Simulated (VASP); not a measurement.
Input:

```yaml
crystal:
  lattice:
    - [4.88970, 0.00000, 0.00000]
    - [0.00000, 4.88970, 0.00000]
    - [0.00000, 0.00000, 4.88970]
  atoms:
    - { symbol: Si, position: [0.50000, 0.50000, 0.50000] }
    - { symbol: Si, position: [0.00000, 0.00000, 0.00000] }
    - { symbol: Mo, position: [0.00000, 0.50000, 0.25000] }
    - { symbol: Mo, position: [0.00000, 0.50000, 0.75000] }
    - { symbol: Mo, position: [0.25000, 0.00000, 0.50000] }
    - { symbol: Mo, position: [0.75000, 0.00000, 0.50000] }
    - { symbol: Mo, position: [0.50000, 0.25000, 0.00000] }
    - { symbol: Mo, position: [0.50000, 0.75000, 0.00000] }
```

Method: PBE GGA, VASP's PBE PAW potentials (set 64) (plane waves; VASP). Settings: 300 eV cut-off, 5×5×5 Γ-centred mesh, Fermi-Dirac smearing of 0.14 eV, potentials Si Mo_sv.

At this cut-off the stress carries a Pulay error, which pulls relaxed volumes low.

Q: Predict the energy per atom (σ→0), pressure, band gap (on the k-mesh) with the smallest direct gap where there is one.

A: 
```yaml
band gap (on the k-mesh): none (metal, semimetal or under 0.01 eV)
energy per atom (σ→0): -9.880 eV/atom
pressure: 2.37 GPa
```

Only differences to runs with the same potentials and settings are physical.

The structure comes from a computed database's SiMo3 entry (Pm-3n); how it stands against other phases isn't given here. The cell was not relaxed at this level.
